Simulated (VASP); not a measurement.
## Sc2InSb3: relaxation of cell and atoms with PBE

Sc2InSb3:

```
Sc In Sb
1.0
    -2.72479    2.72479    5.42106
     2.72479   -2.72479    5.42106
     2.72479    2.72479   -5.42106
Sc In Sb
2 1 3
Direct
  0.25000 0.75000 0.50000
  0.00000 0.00000 0.00000
  0.75000 0.25000 0.50000
  0.75509 0.75509 0.00000
  0.24491 0.24491 0.00000
  0.50000 0.50000 0.00000
```

The cell was built by a generator and needn't be a form met in nature.

* Program: VASP 6.6.1
* Task: relaxation of cell and atoms
* Functional: PBE
* Potentials or basis: VASP PAW PBE potentials, release 64 (Sc_sv, In_d, Sb)
* Cutoff: 520 eV
* k mesh: 5 × 5 × 5
* Occupations: gaussian, width 0.15 eV
* Spin: no spin polarisation
* Further INCAR settings: PREC = Normal; ALGO = Fast; EDIFF = 0.0001; IBRION = 2; EDIFFG = -0.08; NSW = 24; ISIF = 3

The relaxed volume is 32.91 Å³/atom, the relaxed cell is a = 7.144 Å, b = 7.144 Å, c = 7.144 Å, α = 131.98°, β = 131.98°, γ = 70.25° and the space group after relaxing (to 0.05 Å) is I-4m2 (No. 119). The energy gained by relaxing is 227.3 meV/atom and the ionic steps are 6. The pressure after relaxing is 0.0 GPa. The largest force after relaxing is 0.066 eV/Å and the band gap on the k mesh is none (metal or under the smearing width).

Forces on the atoms (eV/Å):
```
Sc   0.000  0.000  0.000
Sc   0.000  0.000  0.000
In   0.000  0.000  0.000
Sb   0.000  0.000  0.066
Sb   0.000  0.000 -0.066
Sb   0.000  0.000  0.000
```

Stress tensor (GPa, compression positive):
```
-0.18  0.00  0.00
 0.00 -0.18  0.00
 0.00  0.00  0.27
```

The path:
| step | energy change (eV) | largest force (eV/Å) | pressure (GPa) | volume (Å³) |
| --- | --- | --- | --- | --- |
| 1 | 0.0000 | 1.0788 | 13.61 | 160.99 |
| 2 | 76.9841 | 2.1901 | -6.26 | 220.10 |
| 3 | -1.3251 | 0.5693 | -0.09 | 196.27 |
| 4 | -1.3492 | 0.3263 | 0.18 | 196.28 |
| 5 | -1.3548 | 0.1555 | 0.19 | 196.29 |
| 6 | -1.3637 | 0.0658 | -0.03 | 197.45 |

Final structure:
```
CELL_PARAMETERS angstrom
-2.90658 2.90658 5.84296
2.90658 -2.90658 5.84296
2.90658 2.90658 -5.84296
ATOMIC_POSITIONS crystal
Sc 0.25000 0.75000 0.50000
Sc 0.00000 0.00000 0.00000
In 0.75000 0.25000 0.50000
Sb 0.76332 0.76332 0.00000
Sb 0.23668 0.23668 0.00000
Sb 0.50000 0.50000 0.00000
```

Levels at points of the mesh, in eV from the Fermi level:
```
           k point  band 22  band 23  band 24  band 25  band 26  band 27  band 28  band 29
(0.00, 0.00, 0.00)    -1.56    -1.56    -1.15    -1.15    -0.18    -0.14    -0.04     0.78
```

Wall time 9.2 min on 1 thread of Intel(R) Xeon(R) Platinum 8488C (Sapphire Rapids), on a shared host, peak memory 0.31 GiB.

Caveat: the volume moved by over 15 % at a fixed basis, so the end points are rough; the relaxation stopped at a loose force limit of 0.08 eV/Å, so its end isn't a converged minimum. The run has no spin-orbit coupling, so splittings on Sb are missing.
